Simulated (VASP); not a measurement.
Level of theory: PBE GGA, VASP's PBE PAW potentials (set 64) (plane waves; VASP).

The input files of a VASP run:

KPOINTS:
```
Automatic mesh
0
Gamma
12 12 12
0 0 0
```

POSCAR:
```
MoSi2
1.0
 -1.6081683245   1.6081683245   3.9339107380
  1.6081683245  -1.6081683245   3.9339107380
  1.6081683245   1.6081683245  -3.9339107380
Si Mo
2 1
Cart
  0.0000000000  -0.0000000000   5.2313301831
 -0.0000000000   0.0000000000   2.6364912929
  0.0000000000   0.0000000000   0.0000000000
```

### INCAR
```
LCHARG = .FALSE.
EDIFF = 1E-7
ENCUT = 480   ! plane-wave cut-off (eV)
GGA = PE   ! PBE
ALGO = Normal   ! blocked Davidson
LWAVE = .FALSE.
LASPH = .TRUE.   ! aspherical one-centre terms
ISMEAR = 1
SIGMA = 0.1   ! width (eV)
LREAL = .FALSE.
NELM = 100   ! most electronic steps
PREC = Accurate
SYSTEM = MoSi2
ISIF = 2
LMAXMIX = 4
```

POTCAR, in this order: Si Mo_sv (PBE.64 set). Program: vasp_std.

Task: Predict the energy per atom (σ→0), band gap (on the k-mesh).

Result: 
```
Property                                                    Result
------------------------  ----------------------------------------
energy per atom (σ→0)                               -7753 meV/atom
band gap (on the k-mesh)  none (metal, semimetal or under 0.01 eV)
```

File OSZICAR:
```
...
DAV:   9    -0.232606051453E+02    0.67509E-03   -0.23074E-03  6017   0.432E-01    0.252E-01
DAV:  10    -0.232605709869E+02    0.34158E-04   -0.74868E-04  5905   0.256E-01    0.575E-02
DAV:  11    -0.232605569981E+02    0.13989E-04   -0.28766E-04  5779   0.134E-01    0.420E-02
DAV:  12    -0.232605511731E+02    0.58250E-05   -0.30532E-05  5570   0.406E-02    0.994E-03
DAV:  13    -0.232605507337E+02    0.43934E-06   -0.12733E-06  6465   0.715E-03    0.132E-03
DAV:  14    -0.232605506314E+02    0.10237E-06   -0.33582E-08  3096   0.134E-03    0.870E-04
DAV:  15    -0.232605505986E+02    0.32790E-07   -0.27362E-09  2592   0.439E-04
   1 F= -.23260551E+02 E0= -.23260389E+02  d E =-.486259E-03
```

The compound is MoSi2 in the MoSi2 type structure. It was relaxed first.
